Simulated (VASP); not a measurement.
The input files of a VASP run:

INCAR:
```
ALGO = Normal
EDIFF = 1E-8
ENCUT = 520
GGA = PE
ISIF = 2
ISMEAR = 0
LASPH = .TRUE.
LCHARG = .FALSE.
LREAL = .FALSE.
LWAVE = .FALSE.
NELM = 100
PREC = Accurate
SIGMA = 0.05
SYSTEM = Li2S
```

### KPOINTS
```
Automatic mesh
0
G
  6 6 6
0 0 0
```

### POSCAR
```
Li2S
4.1255440
  0.0000000000   0.7071067476   0.7071067476
  0.7071067476   0.0000000000   0.7071067476
  0.7071067476   0.7071067476   0.0000000000
Li S
2 1
Cart
  0.3535533738   0.3535533738   0.3535533738
  1.0606601214   1.0606601214   1.0606601214
  0.0000000000   0.0000000000   0.0000000000
```

POTCAR, in this order: Li_sv S (PBE.64 set). Program: vasp_std.

Problem. Write an equivalent input for Quantum ESPRESSO's pw.x.

Solution. One equivalent input (not run):
```
&CONTROL
  calculation = 'scf'
  pseudo_dir = './pseudo'
  outdir = './out'
  tprnfor = .true.
  tstress = .true.
/
&SYSTEM
  ibrav = 0
  nat = 3
  ntyp = 2
  ecutwfc = 74
  occupations = 'smearing'
  smearing = 'gaussian'
  degauss = 0.003675
  input_dft = 'pbe'
/
&ELECTRONS
  conv_thr = 7.3e-10
  electron_maxstep = 100
/
ATOMIC_SPECIES
  Li 6.940 Li.upf
  S 32.060 S.upf
CELL_PARAMETERS angstrom
     0.0000000    2.9172000    2.9172000
     2.9172000    0.0000000    2.9172000
     2.9172000    2.9172000    0.0000000
ATOMIC_POSITIONS crystal
  Li   0.2500000  0.2500000  0.2500000
  Li   0.7500000  0.7500000  0.7500000
  S    0.0000000  0.0000000  0.0000000
K_POINTS automatic
  6 6 6 0 0 0
```
Limits of the translation: the potentials are each code's own (VASP's PAW set, PseudoDojo norm-conserving files in pw.x), so ENCUT and ecutwfc are chosen apart and not converted; conv_thr bounds pw.x's estimated SCF error, while EDIFF bounds the energy change between steps.

The compound is Li2S in the antifluorite structure. The cell was not relaxed at this level. The run is one of a series of settings (EDIFF = 1E-8 against the base run), some of them coarse on purpose.
